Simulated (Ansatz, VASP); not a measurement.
One calculation of TaTlH4, two programs

INCAR

```
PREC = Accurate
ENCUT = 600
EDIFF = 1E-6
ISMEAR = 0
SIGMA = 0.1
LREAL = F
LASPH = T
NELM = 100
ALGO = Normal
ISIF = 3
LWAVE = F
LCHARG = F
GGA = PE
IBRION = 2
NSW = 90
EDIFFG = -0.04
```

The input KPOINTS:

```
regular mesh
0
Gamma
  6 6 4
```

POSCAR

```
TaTlH4
1.0
    3.1073497262      0.0000000000      0.0000000000
    0.0000000000      3.1073497262      0.0000000000
    0.0000000000      0.0000000000      7.1761217108
Ta Tl H
1 1 4
Direct
    0.5000000000      0.5000000000      0.5000000000
    0.0000000000      0.0000000000      0.0000000000
    0.5000000000      0.0000000000      0.3396279206
    0.0000000000      0.5000000000      0.6603720794
    0.5000000000      0.0000000000      0.6603720794
    0.0000000000      0.5000000000      0.3396279206
```

Input for Ansatz:

```yaml
crystal:
  lattice:
    - [3.1073497262, 0.0, 0.0]
    - [0.0, 3.1073497262, 0.0]
    - [0.0, 0.0, 7.1761217108]
  atoms:
    - { symbol: Ta, position: [0.5, 0.5, 0.5] }
    - { symbol: Tl, position: [0.0, 0.0, 0.0] }
    - { symbol: H, position: [0.5, 0.0, 0.3396279206] }
    - { symbol: H, position: [0.0, 0.5, 0.6603720794] }
    - { symbol: H, position: [0.5, 0.0, 0.6603720794] }
    - { symbol: H, position: [0.0, 0.5, 0.3396279206] }
basis:
  ecutwfc: 420
kpoints:
  mp_grid: { grid: [6, 6, 4] }
hamiltonian:
  xc: pbe
scf:
  occupations: { method: gaussian, width: 0.1 }
  lower_state_search: "off"
output:
  forces: true
  stress: true
  eigenvalues: true
relax:
  adjacent_minimum: "off"
  f_tol: 0.04
  max_steps: 70
  cell: { stress_tol: 0.4 }
```

Alike in both runs: task relaxation of cell and atoms; functional PBE; k mesh 6 × 6 × 4; occupations gaussian, width 0.1 eV; no spin polarisation.

|  | VASP | Ansatz |
| --- | --- | --- |
| version | VASP 6.6.1 | Ansatz 0.2.0 |
| potentials or method | VASP PAW PBE potentials, release 64 (Ta_pv, Tl_d, H) | scalar-relativistic, plane waves, PAW |
| plane-wave cutoff (eV) | 600 | 420 |
| valence electrons in the cell | 28 | 30 |

VASP gave:

- gap on the k mesh at the Fermi level, each at its own relaxed structure (eV): none
- relaxed volume (Å³/atom): 11.35
- relaxed cell length with the largest relative difference (Å): 7.150
- energy change over the relaxation (meV/atom): -1

Q: Estimate Ansatz's values.

A: gap on the k mesh at the Fermi level, each at its own relaxed structure (eV): none; relaxed volume (Å³/atom): 11.31; relaxed cell length with the largest relative difference (Å): 7.098; energy change over the relaxation (meV/atom): -1.

A gap of «none» marks a metal or a gap that the smearing closes. The two sets of potentials don't hold the same shells in valence.

Spin-orbit coupling is left out, which matters for the levels of Ta, Tl.
